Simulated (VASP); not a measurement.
# Vibrations of Germanium: a test of the settings

How far do the zone-centre frequencies of Germanium depend on the numerical settings? The starting structure is a measured crystal structure from the Crystallography Open Database.

Main program and level: VASP 6.6.1; Kohn-Sham DFT with plane waves and PAW; LDA.

### 1. The structure

It takes space group Fd-3m (No. 227, cubic). The conventional cell has a = 5.658 Å, b = 5.658 Å, c = 5.658 Å, α = 90.00°, β = 90.00°, γ = 90.00°. Ge has 4 Ge at 2.45 Å nearest.

### 2. Reference modes

The cell comes from a relaxation at this level, not shown (44.34 Å³).

INCAR

```
SYSTEM = Ge
PREC = Accurate
ENCUT = 450
EDIFF = 1E-08
NELM = 100
ISMEAR = 1
SIGMA = 0.15
LREAL = .FALSE.
ALGO = Normal
GGA = CA
NBANDS = 20
LORBIT = 11
LWAVE = .FALSE.
LCHARG = .FALSE.
KPAR = 2
IBRION = 8
ISIF = 2
```

POSCAR

```
Ge
1.0
    0.0000000000      2.8091839669      2.8091839669
    2.8091839669      0.0000000000      2.8091839669
    2.8091839669      2.8091839669      0.0000000000
Ge
2
Direct
    0.7500000000      0.7500000000      0.7500000000
    0.5000000000      0.5000000000      0.5000000000
```

KPOINTS

```
Automatic mesh
0
Gamma
12 12 12
0 0 0
```

Potentials, in the order of the species: Ge_d (LDA family, release 64).

Launch:

```bash
> mpirun -np 2 vasp_std
```

What it wrote:

```text
[banner, memory and clock lines left out]
running    2 mpi-ranks, on    1 nodes
 distrk:  each k-point on    1 cores,    2 groups
 distr:  one band on    1 cores,    1 groups

 POSCAR found type information on POSCAR Ge
 POSCAR found :  1 types and       2 ions
 LDA part: xc-table for (Slater(with rela. corr.)+CA(PZ))
 , standard interpolation
 POSCAR, INCAR and KPOINTS ok, starting setup
 FFT: planning ... GRIDC
 FFT: planning ... GRID_SOFT
 FFT: planning ... GRID
 WAVECAR not read
 entering main loop
       N       E                     dE             d eps       ncg     rms          rms(c)
DAV:   1     0.177075868751E+03    0.17708E+03   -0.13936E+04  3136   0.348E+03
DAV:   2     0.136975294326E+02   -0.16338E+03   -0.15937E+03  2888   0.561E+02
DAV:   3    -0.984272514008E+01   -0.23540E+02   -0.23397E+02  3264   0.139E+02
DAV:   4    -0.105618187283E+02   -0.71909E+00   -0.71867E+00  3172   0.289E+01
DAV:   5    -0.105733395529E+02   -0.11521E-01   -0.11520E-01  3284   0.394E+00    0.338E+00
DAV:   6    -0.104507236758E+02    0.12262E+00   -0.39357E-02  3140   0.169E+00    0.193E+00
DAV:   7    -0.103893674535E+02    0.61356E-01   -0.79375E-02  3100   0.210E+00    0.141E-01
DAV:   8    -0.103900637471E+02   -0.69629E-03   -0.56771E-03  3208   0.851E-01    0.468E-02
DAV:   9    -0.103901026930E+02   -0.38946E-04   -0.87879E-05  3376   0.974E-02    0.133E-02
DAV:  10    -0.103900992436E+02    0.34494E-05   -0.92592E-06  3848   0.446E-02    0.425E-03
DAV:  11    -0.103900991615E+02    0.82112E-07   -0.97911E-07  3132   0.808E-03    0.177E-03
DAV:  12    -0.103900991627E+02   -0.12324E-08   -0.75195E-08  3880   0.390E-03
   1 F= -.10390099E+02 E0= -.10390203E+02  d E =0.312720E-03
 Linear response reoptimize wavefunctions to high precision
DAV:   1    -0.103900991619E+02    0.75033E-09   -0.38550E-09  2704   0.541E-04
DAV:   2    -0.103900991619E+02    0.10914E-10   -0.18575E-10  1816   0.157E-04
 Linear response DOF=           1
 Linear response progress:
  Degree of freedom:   1/  1
       N       E                     dE             d eps       ncg     rms          rms(c)
RMM:   1    -0.188065745775E+00   -0.18807E+00    0.84873E+00 13625   0.445E+01
RMM:   2    -0.195577797560E+00   -0.75121E-02   -0.13620E-02 18178   0.111E+00    0.759E-02
RMM:   3    -0.195635603876E+00   -0.57806E-04   -0.92810E-04 19210   0.316E-01    0.436E-02
RMM:   4    -0.195585968359E+00    0.49636E-04   -0.56788E-05 20355   0.801E-02    0.474E-03
RMM:   5    -0.195593346365E+00   -0.73780E-05   -0.11590E-05 19684   0.184E-02    0.236E-03
RMM:   6    -0.195602952349E+00   -0.96060E-05   -0.73659E-07 19856   0.500E-03    0.316E-04
RMM:   7    -0.195602293096E+00    0.65925E-06   -0.44647E-07 20464   0.162E-03    0.196E-04
RMM:   8    -0.195601754934E+00    0.53816E-06   -0.27929E-09 20674   0.578E-04    0.372E-05
RMM:   9    -0.195601590995E+00    0.16394E-06   -0.10753E-07 20793   0.262E-04    0.160E-05
RMM:  10    -0.195601696115E+00   -0.10512E-06    0.43020E-08 21050   0.132E-04    0.538E-06
RMM:  11    -0.195601616557E+00    0.79558E-07    0.13048E-08 21126   0.815E-05    0.249E-06
RMM:  12    -0.195601650903E+00   -0.34345E-07    0.41191E-09 21449   0.589E-05    0.152E-06
RMM:  13    -0.195601688227E+00   -0.37324E-07   -0.45743E-09 20879   0.498E-05    0.177E-07
RMM:  14    -0.195601730529E+00   -0.42302E-07   -0.64284E-09 18110   0.448E-05    0.128E-07
RMM:  15    -0.195601739047E+00   -0.85180E-08    0.74374E-09 16275   0.425E-05    0.101E-07
 first order change of Fermi-energy   0.93781E-04
 force on displaced ion       1 direction 1 : -11.445   0.000   0.000
 Linear response finished
```

It took 3.6 min on 2 MPI ranks of Intel Xeon Platinum 8488C (Sapphire Rapids), shared host; peak memory 0.88 GiB.

The logs omit lines about the potential files and the build; timing stands in the text.

Parts of OUTCAR (step 2):

```text
ion  position               nearest neighbor table
   1  0.750  0.750  0.750-   2 2.43   2 2.43   2 2.43   2 2.43
   2  0.500  0.500  0.500-   1 2.43   1 2.43   1 2.43   1 2.43

  LATTYP: Found a face centered cubic cell.
 ALAT       =     5.6183679338

 Subroutine GETGRP returns: Found 48 space group operations
 (whereof 24 operations were pure point group operations)

The static configuration has the point symmetry T_d .
 The point group associated with its full space group is O_h .

 Found     72 irreducible k-points:

   k-points           NKPTS =     72   k-points in BZ     NKDIM =     72   number of bands    NBANDS=     20

   dimension x,y,z NGX =    28 NGY =   28 NGZ =   28
   dimension x,y,z NGXF=    56 NGYF=   56 NGZF=   56

   ENCUT  =  450.0 eV  33.07 Ry    5.75 a.u.   6.87  6.87  6.87*2*pi/ulx,y,z

   NELECT =      28.0000    total number of electrons

 k-points in reciprocal lattice and weights: Automatic mesh
   0.00000000  0.00000000  0.00000000       0.001
   0.08333333  0.00000000  0.00000000       0.005
   0.16666667  0.00000000  0.00000000       0.005
   0.25000000  0.00000000  0.00000000       0.005
   0.33333333  0.00000000  0.00000000       0.005
   0.41666667  0.00000000  0.00000000       0.005
   0.50000000  0.00000000  0.00000000       0.002
   0.08333333  0.08333333  0.00000000       0.003
   0.16666667  0.08333333  0.00000000       0.014
[...]
-0.33333333  0.50000000  0.16666667       0.007
  -0.25000000  0.50000000  0.25000000       0.003

 average (electrostatic) potential at core
       1 -75.2231       2 -75.2231

  Total       -0.0148770     -0.0148770     -0.0148770      0.0000000      0.0000000      0.0000000
  in kB       -0.5375952     -0.5375952     -0.5375952      0.0000000      0.0000000      0.0000000
  external PRESSURE =      -0.5375952 kB  Pullay stress =       0.0000000 kB

  energy-cutoff  :      450.00
  volume of cell :       44.34
      direct lattice vectors                 reciprocal lattice vectors
     0.000000000  2.809183967  2.809183967    -0.177987631  0.177987631  0.177987631
     2.809183967  0.000000000  2.809183967     0.177987631 -0.177987631  0.177987631
     2.809183967  2.809183967  0.000000000     0.177987631  0.177987631 -0.177987631

 POSITION                                       TOTAL-FORCE (eV/Angst)
 -----------------------------------------------------------------------------------
      4.21378      4.21378      4.21378         0.000000      0.000000      0.000000
      2.80918      2.80918      2.80918        -0.000000     -0.000000     -0.000000
 -----------------------------------------------------------------------------------
    total drift:                                0.000000      0.000000      0.000000

 Eigenvectors and eigenvalues of the dynamical matrix
 ----------------------------------------------------

   1 f  =    8.777622 THz    55.151424 2PiTHz  292.789947 cm-1    36.301310 meV
             X         Y         Z           dx          dy          dz
      4.213776  4.213776  4.213776     0.000000   -0.707107    0.000000
      2.809184  2.809184  2.809184     0.000000    0.707107    0.000000

   2 f  =    8.777622 THz    55.151424 2PiTHz  292.789947 cm-1    36.301310 meV
             X         Y         Z           dx          dy          dz
      4.213776  4.213776  4.213776    -0.707107    0.000000    0.000000
      2.809184  2.809184  2.809184     0.707107    0.000000    0.000000

   3 f  =    8.777622 THz    55.151424 2PiTHz  292.789947 cm-1    36.301310 meV
             X         Y         Z           dx          dy          dz
      4.213776  4.213776  4.213776     0.000000    0.000000   -0.707107
      2.809184  2.809184  2.809184     0.000000    0.000000    0.707107

   4 f  =    0.000000 THz     0.000000 2PiTHz    0.000000 cm-1     0.000000 meV
             X         Y         Z           dx          dy          dz
      4.213776  4.213776  4.213776     0.707107    0.000000    0.000000
      2.809184  2.809184  2.809184     0.707107    0.000000    0.000000

   5 f  =    0.000000 THz     0.000000 2PiTHz    0.000000 cm-1     0.000000 meV
             X         Y         Z           dx          dy          dz
      4.213776  4.213776  4.213776     0.000000    0.707107    0.000000
      2.809184  2.809184  2.809184     0.000000    0.707107    0.000000

   6 f  =    0.000000 THz     0.000000 2PiTHz    0.000000 cm-1     0.000000 meV
             X         Y         Z           dx          dy          dz
      4.213776  4.213776  4.213776     0.000000    0.000000    0.707107
      2.809184  2.809184  2.809184     0.000000    0.000000    0.707107

 ELASTIC MODULI CONTR FROM IONIC RELAXATION (kBar)
 Direction    XX          YY          ZZ          XY          YZ          ZX
 --------------------------------------------------------------------------------
 XX          -0.0000      0.0000      0.0000      0.0000      0.0000      0.0000
 YY           0.0000     -0.0000      0.0000      0.0000      0.0000     -0.0000
 ZZ           0.0000      0.0000     -0.0000      0.0000      0.0000      0.0000
 XY           0.0000      0.0000      0.0000   -220.8336      0.0000      0.0000
 YZ           0.0000      0.0000      0.0000      0.0000   -220.8336      0.0000
 ZX           0.0000     -0.0000      0.0000      0.0000      0.0000   -220.8336
 --------------------------------------------------------------------------------
```

Energies printed during the response cycles are not total energies of the cell. Methfessel-Paxton smearing is not meant for a cell with a gap.

Reference: the zone-centre mode is T2g 292.8 cm⁻¹.

### 3. Modes with a 6×6×6 mesh

Against step 2 the input has a 6×6×6 mesh.

INCAR is that of step 2.

POSCAR is that of step 2.

KPOINTS

```
Automatic mesh
0
Gamma
6 6 6
0 0 0
```

Launch:

```bash
> mpirun -np 2 vasp_std
```

What it wrote:

```text
[... set-up lines as in an earlier step ...]
 entering main loop
       N       E                     dE             d eps       ncg     rms          rms(c)
DAV:   1     0.177249301187E+03    0.17725E+03   -0.14068E+04   684   0.349E+03
DAV:   2     0.138303104742E+02   -0.16342E+03   -0.15918E+03   644   0.558E+02
DAV:   3    -0.983031347007E+01   -0.23661E+02   -0.23520E+02   748   0.139E+02
DAV:   4    -0.105219718956E+02   -0.69166E+00   -0.69130E+00   700   0.284E+01
[...]
DAV:  11    -0.103433487725E+02    0.32223E-07   -0.94424E-07   708   0.868E-03    0.175E-03
DAV:  12    -0.103433487543E+02    0.18171E-07   -0.11550E-07   868   0.463E-03    0.376E-04
DAV:  13    -0.103433487534E+02    0.87493E-09   -0.51631E-09   444   0.564E-04
   1 F= -.10343349E+02 E0= -.10343113E+02  d E =-.708022E-03
 Linear response reoptimize wavefunctions to high precision
DAV:   1    -0.103433487536E+02   -0.15370E-09   -0.53608E-10   436   0.230E-04
DAV:   2    -0.103433487537E+02   -0.84583E-10   -0.10472E-10   388   0.110E-04
 Linear response DOF=           1
 Linear response progress:
  Degree of freedom:   1/  1
       N       E                     dE             d eps       ncg     rms          rms(c)
RMM:   1    -0.187998031919E+00   -0.18800E+00    0.85764E+00  2235   0.446E+01
RMM:   2    -0.195507022377E+00   -0.75090E-02   -0.13502E-02  2983   0.111E+00    0.805E-02
RMM:   3    -0.195651851424E+00   -0.14483E-03   -0.93017E-04  3163   0.316E-01    0.461E-02
RMM:   4    -0.195688189871E+00   -0.36338E-04   -0.26652E-05  3324   0.757E-02    0.413E-03
[...]
RMM:  12    -0.195693377714E+00   -0.33292E-07    0.60549E-08  3167   0.998E-05    0.664E-07
RMM:  13    -0.195693362429E+00    0.15284E-07    0.98533E-08  2902   0.951E-05    0.352E-07
RMM:  14    -0.195693356547E+00    0.58827E-08    0.83901E-08  2894   0.939E-05    0.117E-07
 first order change of Fermi-energy   0.14524E-03
 force on displaced ion       1 direction 1 :  -9.727   0.000   0.000
 Linear response finished
```

Run time: 24 s. Hardware: 2 MPI ranks; peak memory 0.36 GiB.

From OUTCAR (step 3):

```text
  Total       -0.0089761     -0.0089761     -0.0089761     -0.0000000      0.0000000      0.0000000
  in kB       -0.3243604     -0.3243604     -0.3243604     -0.0000000      0.0000000      0.0000000
  external PRESSURE =      -0.3243604 kB  Pullay stress =       0.0000000 kB

 POSITION                                       TOTAL-FORCE (eV/Angst)
 -----------------------------------------------------------------------------------
      4.21378      4.21378      4.21378        -0.000000     -0.000000     -0.000000
      2.80918      2.80918      2.80918         0.000000      0.000000      0.000000
 -----------------------------------------------------------------------------------
    total drift:                                0.000000      0.000000      0.000000

[... 1 part as in an earlier step ...]

[... 1 further part left out ...]
```

With a 6×6×6 mesh the mode is T2g 269.9 cm⁻¹, -22.9 cm⁻¹ from the reference.

### 4. Modes with a cutoff of 310 eV

Against step 2 the input has ENCUT = 310.

Edit INCAR of step 3 so:

```diff
@@ -2,3 +2,3 @@
 PREC = Accurate
-ENCUT = 450
+ENCUT = 310
 EDIFF = 1E-08
```

POSCAR is that of step 3.

KPOINTS

```
Automatic mesh
0
Gamma
12 12 12
0 0 0
```

Launch:

```bash
> mpirun -np 2 vasp_std
```

What it wrote:

```text
[... set-up lines as in an earlier step ...]
 entering main loop
       N       E                     dE             d eps       ncg     rms          rms(c)
DAV:   1     0.155288731529E+03    0.15529E+03   -0.11577E+04  3116   0.286E+03
DAV:   2     0.968781346084E+01   -0.14560E+03   -0.14205E+03  2900   0.473E+02
DAV:   3    -0.100445721427E+02   -0.19732E+02   -0.19628E+02  3280   0.124E+02
DAV:   4    -0.105651109699E+02   -0.52054E+00   -0.52032E+00  3184   0.237E+01
[...]
DAV:  10    -0.103905481626E+02    0.30677E-05   -0.81163E-06  3812   0.395E-02    0.410E-03
DAV:  11    -0.103905481460E+02    0.16510E-07   -0.91176E-07  3096   0.717E-03    0.167E-03
DAV:  12    -0.103905481397E+02    0.63928E-08   -0.81370E-08  3892   0.419E-03
   1 F= -.10390548E+02 E0= -.10390652E+02  d E =0.312713E-03
 Linear response reoptimize wavefunctions to high precision
DAV:   1    -0.103905481376E+02    0.20691E-08   -0.39957E-09  2632   0.576E-04
DAV:   2    -0.103905481376E+02   -0.15461E-10   -0.19352E-10  1792   0.151E-04
 Linear response DOF=           1
 Linear response progress:
  Degree of freedom:   1/  1
       N       E                     dE             d eps       ncg     rms          rms(c)
RMM:   1    -0.187096560958E+00   -0.18710E+00    0.81860E+00 13112   0.422E+01
RMM:   2    -0.194843099388E+00   -0.77465E-02   -0.16993E-02 17962   0.124E+00    0.743E-02
RMM:   3    -0.194968764765E+00   -0.12567E-03   -0.13220E-03 19537   0.337E-01    0.434E-02
RMM:   4    -0.194922679585E+00    0.46085E-04   -0.56562E-05 20064   0.725E-02    0.459E-03
[...]
RMM:  12    -0.194944522975E+00   -0.78163E-07    0.13243E-08 21365   0.465E-05    0.863E-07
RMM:  13    -0.194944491469E+00    0.31506E-07   -0.82283E-10 19928   0.406E-05    0.664E-07
RMM:  14    -0.194944497466E+00   -0.59970E-08   -0.13495E-08 20032   0.389E-05    0.159E-07
 first order change of Fermi-energy   0.10105E-03
 force on displaced ion       1 direction 1 : -11.353   0.000   0.000
 Linear response finished
```

Elapsed: 62 s, on 2 MPI ranks; peak memory 0.6 GiB; 2 min of CPU time.

Parts of OUTCAR (step 4):

```text
  Total       -0.1283607     -0.1283607     -0.1283607     -0.0000000      0.0000000     -0.0000000
  in kB       -4.6384414     -4.6384414     -4.6384414     -0.0000000      0.0000000     -0.0000000
  external PRESSURE =      -4.6384414 kB  Pullay stress =       0.0000000 kB

 POSITION                                       TOTAL-FORCE (eV/Angst)
 -----------------------------------------------------------------------------------
      4.21378      4.21378      4.21378         0.000000      0.000000      0.000000
      2.80918      2.80918      2.80918        -0.000000     -0.000000     -0.000000
 -----------------------------------------------------------------------------------
    total drift:                               -0.000000      0.000000      0.000000

[... 1 part as in an earlier step ...]

[... 1 further part left out ...]
```

With a cutoff of 310 eV the mode is T2g 291.6 cm⁻¹, -1.2 cm⁻¹ from the reference.

[end of part 1 of 2]

[Lines on the potential files, build, host, timing and source positions are cut from VASP's logs without a mark.]

[Logs are printed without paths, hosts, clocks, repeated set-up lines and the standing remarks that a program may print on its own settings, such as how far it seeks lower states.]

[Hosts, paths, dates, database ids (printed as entryN), source tags and the programs' standing remarks are cut or masked in the printed files.]
